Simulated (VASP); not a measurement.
Consider the following.

```
Au3Pd
1.0
    0.00000     2.01684     2.01684
    2.01684     0.00000     2.01684
    8.04245     8.04245     0.02493
Pd Au
1 3
Direct
  0.00000   0.00000   0.00000
  0.00960   0.00960   0.24280
  0.00000   0.00000   0.50000
  0.99040   0.99040   0.75720
```

These are PBEsol GGA, VASP's PBE PAW potentials (set 64) (plane waves; VASP) values and carry that method's errors. Numerical set-up: 400 eV cut-off, Gaussian smearing of 0.050 eV, potentials Pd Au.

Unless said otherwise, spin-orbit coupling is left out, though it shifts the bands of the heavy elements here.

**Question.** Predict the band gap (along the path) with the smallest direct gap where there is one.

**Answer.** 
```
Quantity                                                      Value
-------------------------  ----------------------------------------
band gap (along the path)  none (metal, semimetal or under 0.01 eV)
```

Only differences to runs with the same potentials and settings are physical.

The structure was generated: Au3Pd was put into an ordered model structure (R-3m), which need not be its known phase. It was relaxed first. The electron count is odd and the run is not spin-polarised, which forces a metal.
